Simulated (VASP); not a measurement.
Output of a VASP run:

**OSZICAR**
```
       N       E                     dE             d eps       ncg     rms          rms(c)
DAV:   1     0.307561678970E+03    0.30756E+03   -0.17143E+04   640   0.103E+03
DAV:   2    -0.198541949345E+02   -0.32742E+03   -0.31528E+03   664   0.280E+02
DAV:   3    -0.388049860288E+02   -0.18951E+02   -0.18133E+02   760   0.810E+01
DAV:   4    -0.392296979172E+02   -0.42471E+00   -0.42377E+00   720   0.122E+01
DAV:   5    -0.392409410506E+02   -0.11243E-01   -0.11241E-01   800   0.201E+00    0.244E+01
DAV:   6    -0.458951230961E+02   -0.66542E+01   -0.64981E+01   720   0.100E+02    0.264E+01
DAV:   7    -0.373118033463E+02    0.85833E+01   -0.27171E+01   720   0.762E+01    0.754E+00
DAV:   8    -0.379095465605E+02   -0.59774E+00   -0.33434E+00   808   0.106E+01    0.523E+00
DAV:   9    -0.379859803693E+02   -0.76434E-01   -0.83199E-01   760   0.112E+01    0.208E+00
DAV:  10    -0.381396587005E+02   -0.15368E+00   -0.18137E-01   864   0.398E+00    0.140E+00
DAV:  11    -0.381704281883E+02   -0.30769E-01   -0.16916E-02   792   0.110E+00    0.526E-01
DAV:  12    -0.381795152156E+02   -0.90870E-02   -0.13129E-02   808   0.103E+00    0.124E-01
DAV:  13    -0.381795280805E+02   -0.12865E-04   -0.79372E-04   752   0.192E-01    0.666E-02
DAV:  14    -0.381794891761E+02    0.38904E-04   -0.84381E-05   848   0.876E-02    0.410E-02
DAV:  15    -0.381794855468E+02    0.36293E-05   -0.16857E-05   864   0.363E-02    0.657E-03
DAV:  16    -0.381794834278E+02    0.21190E-05   -0.15136E-06   512   0.107E-02    0.428E-03
DAV:  17    -0.381794831912E+02    0.23663E-06   -0.21571E-07   456   0.467E-03
   1 F= -.38179483E+02 E0= -.38168195E+02  d E =-.225765E-01  mag=     0.0002
```

OUTCAR:
```
------------------------ aborting loop because EDIFF is reached ----------------------------------------
  FORCE on cell =-STRESS in cart. coord.  units (eV):
  Direction    XX          YY          ZZ          XY          YZ          ZX
  --------------------------------------------------------------------------------------
  Total       14.1705277     14.1705268     13.8039281      0.0000023     -0.0000000      0.0000000
  in kB      176.7304339    176.7304226    172.1583169      0.0000289     -0.0000000      0.0000000
  external PRESSURE =     175.2063911 kB  Pullay stress =       0.0000000 kB
  volume of cell :      128.47
      direct lattice vectors                 reciprocal lattice vectors
     3.529549000  0.000000000  0.000000000     0.283322317  0.163576175  0.000000000
    -1.764774000  3.056679000  0.000000000     0.000000000  0.327152442  0.000000000
     0.000000000  0.000000000 11.907380000     0.000000000  0.000000000  0.083981531
 POSITION                                       TOTAL-FORCE (eV/Angst)
 -----------------------------------------------------------------------------------
     -0.00000      2.03779      1.48842         0.000000      0.000000      0.619605
      1.76478      1.01889      7.44211        -0.000000      0.000000      0.619605
      1.76478      1.01889     10.41896        -0.000000     -0.000000     -0.619605
     -0.00000      2.03779      4.46527        -0.000000      0.000000     -0.619605
      0.00000      0.00000      0.00000         0.000000      0.000000      0.000000
      0.00000      0.00000      5.95369         0.000000      0.000000      0.000000
     -0.00000      2.03779      8.93053        -0.000000      0.000000      0.000000
      1.76478      1.01889      2.97684         0.000000     -0.000000      0.000000
 -----------------------------------------------------------------------------------
    total drift:                               -0.000341      0.000133      0.000035
  FREE ENERGIE OF THE ION-ELECTRON SYSTEM (eV)
  ---------------------------------------------------
  free  energy   TOTEN  =       -38.1794831912 eV

  energy  without entropy=      -38.1569067027  energy(sigma->0) =      -38.16819495

 total charge

# of ion       s       p       d       tot
------------------------------------------
    1        0.503   0.467   8.522   9.492
    2        0.503   0.467   8.522   9.492
    3        0.503   0.467   8.522   9.492
    4        0.503   0.467   8.522   9.492
    5        1.150   1.283   0.082   2.515
    6        1.150   1.283   0.082   2.515
    7        1.140   1.277   0.086   2.504
    8        1.140   1.277   0.086   2.504
--------------------------------------------------
tot          6.592   6.989  34.423  48.004

 magnetization (x)

# of ion       s       p       d       tot
------------------------------------------
    1       -0.000   0.000  -0.000  -0.000
    2       -0.000   0.000  -0.000  -0.000
    3       -0.000   0.000  -0.000  -0.000
    4       -0.000   0.000  -0.000  -0.000
    5       -0.000  -0.000   0.000  -0.000
    6       -0.000  -0.000   0.000  -0.000
    7       -0.000  -0.000   0.000  -0.000
    8       -0.000  -0.000   0.000  -0.000
--------------------------------------------------
tot         -0.000  -0.000  -0.000  -0.000
```
(Selected blocks of OUTCAR.)

POSCAR:
```
NiSb
1
    3.5295490000     0.0000000000     0.0000000000
   -1.7647740000     3.0566790000     0.0000000000
    0.0000000000     0.0000000000    11.9073800000
Ni Sb
4 4
Direct
  0.3333330000   0.6666670000   0.1250000000
  0.6666670000   0.3333330000   0.6250000000
  0.6666670000   0.3333330000   0.8750000000
  0.3333330000   0.6666670000   0.3750000000
  0.0000000000   0.0000000000   0.0000000000
  0.0000000000   0.0000000000   0.5000000000
  0.3333330000   0.6666670000   0.7500000000
  0.6666670000   0.3333330000   0.2500000000
```

### Question
Write an INCAR and KPOINTS that could have produced this output.

### Answer
One answer among several that fit: the input of the run itself, PBE GGA, plane waves, VASP's PBE PAW potentials (set 64).

INCAR:
```
LWAVE  =  .FALSE.
ALGO  =  Normal
EDIFF  =  1E-6   # SCF stop (eV)
NELM  =  100   # most electronic steps
LORBIT  =  11   # lm-projected
SIGMA  =  0.136
LASPH  =  .TRUE.   # aspherical one-centre terms
MAGMOM  =  4*2.0 4*0.0
ISPIN  =  2
GGA  =  PE
ISIF  =  2   # forces and stress, cell fixed
ISMEAR  =  0
ENCUT  =  300
SYSTEM  =  NiSb
LMAXMIX  =  4
LCHARG  =  .FALSE.
PREC  =  Accurate
LREAL  =  .FALSE.   # projection in real space or not
```

File KPOINTS:
```
Automatic mesh
0
Gamma
4 4 1
0 0 0
```

POTCAR, in this order: Ni Sb (PBE.64 set). Program: vasp_std.

At this cut-off the stress carries a Pulay error, which pulls relaxed volumes low.

The structure was generated: NiSb was put into an ordered model structure, which need not be its known phase. The cell was not relaxed at this level, and its volume differs by -5.9 % from the start's. The k-mesh is coarse (spacing up to 0.53 per Å, 2π included), so the numbers may not be converged in it.
